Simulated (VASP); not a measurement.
Given:

```xyz
4
Lattice="3.0819 0.0000 0.0000 -1.5410 2.6690 0.0000 0.0000 0.0000 11.2830" Properties=species:S:1:pos:R:3 pbc="T T T"
Ce     0.0000     1.7793     1.4332
Ce     1.5410     0.8897     9.8498
Mg     1.5410     0.8897     4.3322
Mg     0.0000     1.7793     6.9508
```

Calculation: PBEsol GGA, VASP's PBE PAW potentials (set 64) (plane waves; VASP). Run with 400 eV cut-off, 13×13×3 Γ-centred mesh, tetrahedra with Blöchl corrections, potentials Ce Mg.

The cores are frozen, which limits the accuracy of field gradients.

Task: Give the principal components of the electric field gradient (V/Å²) and the asymmetry η at each nucleus.

Result: 
| atom | Vxx | Vyy | Vzz | η |
|---|---|---|---|---|
| Ce1 | 113.2 | 113.2 | -226.4 | 0.00 |
| Ce2 | 113.2 | 113.2 | -226.4 | 0.00 |
| Mg3 | 0.6 | 0.6 | -1.1 | 0.00 |
| Mg4 | 0.6 | 0.6 | -1.1 | 0.00 |

The structure comes from a computed database's CeMg entry (P-3m1); how it stands against other phases isn't given here. It was relaxed first, which changed the volume by -6 %. The run is not spin-polarised, so no magnetic state was tried.
